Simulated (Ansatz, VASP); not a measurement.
# Be2Co in VASP and in Ansatz

```
Co Be
1.0
     0.00000    1.93220    5.36786
     1.34736    0.00000    5.36786
     1.34736    1.93220    0.00000
Co Be
1 2
Cartesian
  0.0000 0.0000 0.0000
  1.3474 1.9322 7.1279
  1.3474 1.9322 3.6078
```

Change from the starting cell: volume scaled by 1.02.

Alike in both runs: task single point; functional PBE; k mesh 12 × 12 × 12; occupations fermi-dirac, width 0.05 eV; collinear spin, ferromagnetic start.

|  | VASP | Ansatz |
| --- | --- | --- |
| version | VASP 6.6.1 | Ansatz 0.2.0 |
| potentials or method | VASP PAW PBE potentials, release 64 (Co, Be) | Ansatz PAW |
| plane-wave cutoff (eV) | 520 | 420 |
| valence electrons in the cell | 13 | 21 |

```csv
,VASP,Ansatz,Ansatz less VASP
gap on the k mesh at the Fermi level (eV),none,none,-
pressure (GPa),-3.4,-3.2,+0.24
largest component of the traceless stress (GPa),2.89,2.87,-0.019
rms of the force components (eV/Å),0.014,0.020,+0.0058
net moment per atom (μB),0.36,0.37,+0.006
size of the moment on the site where the two differ most (μB),1.11,1.14,+0.027
```

Site moments also hang on the region over which each program counts them. Atom by atom the forces differ by 0.006 eV/Å (rms over components). A gap of «none» marks a metal or a gap that the smearing closes. The two sets of potentials don't hold the same shells in valence.
